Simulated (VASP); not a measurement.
F2AlI: single point with vdW-DF2

Molecule: F2AlI, in a box.

```
F Al I
1.0
    12.00000    0.00000    0.00000
     0.00000   12.00000    0.00000
     0.00000    0.00000   12.00000
F Al I
2 1 1
Direct
  0.61134 0.57734 0.59910
  0.54220 0.38173 0.49103
  0.52919 0.51593 0.50963
  0.39082 0.62177 0.40656
```

```json
{
 "Program": "VASP 6.6.1",
 "Task": "single point",
 "Functional": "vdW-DF2",
 "Potentials or basis": "VASP PAW PBE potentials, release 64 (F, Al, I)",
 "Cutoff": "520 eV",
 "k mesh": "1 × 1 × 1",
 "Occupations": "gaussian, width 0.01 eV",
 "Spin": "no spin polarisation",
 "Further INCAR settings": "ALGO = Fast; EDIFF = 1e-06; NBANDS = 20"
}
```

```json
{
  "Largest force": "1.010 eV/Å",
  "Gap between the frontier levels": "4.41 eV"
}
```

Forces on the atoms (eV/Å):
```
F    0.615  0.442  0.668
F    0.108 -0.995 -0.130
Al  -0.374  0.285 -0.278
I   -0.349  0.268 -0.260
```

Levels at points of the mesh, in eV from the valence-band top:
| k point | band 8 | band 9 | band 10 | band 11 | band 12 | band 13 | band 14 | band 15 | band 16 | band 17 |
| --- | --- | --- | --- | --- | --- | --- | --- | --- | --- | --- |
| (0.00, 0.00, 0.00) | -2.97 | -2.74 | -1.79 | -0.18 | 0.00 | 4.41 | 5.34 | 6.68 | 7.10 | 7.10 |

Run time: 24 min on 1 thread of Intel(R) Xeon(R) Platinum 8375C CPU @ 2.90GHz (Ice Lake), with other jobs on the host, peak memory 4.3 GiB.

Caveat: the PAW data sets were made with another functional, which shifts forces and pressure a little; spin-orbit coupling is left out, which moves the levels of the heavy elements.
